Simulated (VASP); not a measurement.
Here is a VASP 6.6.1 calculation.

INCAR

```
SYSTEM = Zn4Te3O
ALGO     = Fast           ! electronic algorithm
EDIFF    = 1E-4           ! SCF threshold, eV
EDIFFG   = -0.08          ! ionic threshold
ENCUT    = 520            ! plane-wave cutoff, eV
GGA      = PE             ! functional
IBRION   = 2              ! ionic algorithm
ISIF     = 3              ! what is computed and relaxed
ISMEAR   = 0              ! smearing method
LASPH    = .True.         ! aspherical terms in the spheres
LCHARG   = .False.        ! write CHGCAR
LREAL    = .False.        ! projectors in reciprocal space
LWAVE    = .False.        ! write WAVECAR
NELM     = 60             ! most SCF steps
NSW      = 24             ! ionic steps
PREC     = Normal         ! precision mode
SIGMA    = 0.15           ! smearing width, eV
```

Contents of KPOINTS:

```
k-points
0
Gamma
  3 3 2
  0 0 0
```

Contents of POSCAR:

```
Zn4Te3O
1.0
    5.0548354200      0.0000000000      0.0000000000
   -2.5274177100      4.3776158900      0.0000000000
    0.0000000000      0.0000000000      9.0413579700
Zn Te O
4 3 1
Direct
    0.3333333300      0.6666666700      0.0081117200
    0.6666666700      0.3333333300      0.0081117200
    0.3333333300      0.6666666700      0.2432188300
    0.6666666700      0.3333333300      0.2432188300
    0.3333333300      0.6666666700      0.7569010600
    0.6666666700      0.3333333300      0.7569010600
    0.0000000000      0.0000000000      0.5113647700
    0.0000000000      0.0000000000      0.9701351700
```

Potentials or basis: VASP PAW PBE potentials, release 64 (Zn, Te, O).

Launch:

```sh
$ cat potpaw_PBE.64/Zn/POTCAR potpaw_PBE.64/Te/POTCAR potpaw_PBE.64/O/POTCAR > POTCAR
$ mpirun -np 1 vasp_std > vasp.out
```

Q: Estimate the space group after relaxing (to 0.05 Å).

A: P6mm (No. 183).

Q: Estimate the band gap on the k mesh.

A: None (metal or under the smearing width).

Q: Estimate the relaxed volume.

A: 23.86 Å³/atom.

Final structure:
```
CELL_PARAMETERS angstrom
4.88284 0.00000 0.00000
-2.44142 4.22866 0.00000
0.00000 0.00000 9.24431
ATOMIC_POSITIONS crystal
Zn 0.33333 0.66667 0.02944
Zn 0.66667 0.33333 0.02944
Zn 0.33333 0.66667 0.30016
Zn 0.66667 0.33333 0.30016
Te 0.33333 0.66667 0.74417
Te 0.66667 0.33333 0.74417
Te 0.00000 0.00000 0.40379
O 0.00000 0.00000 0.94663
```

Caveat: the k mesh is coarse (spacing up to 0.48 Å⁻¹), so the values aren't converged. Spin-orbit coupling is left out, which matters for the levels of Te.
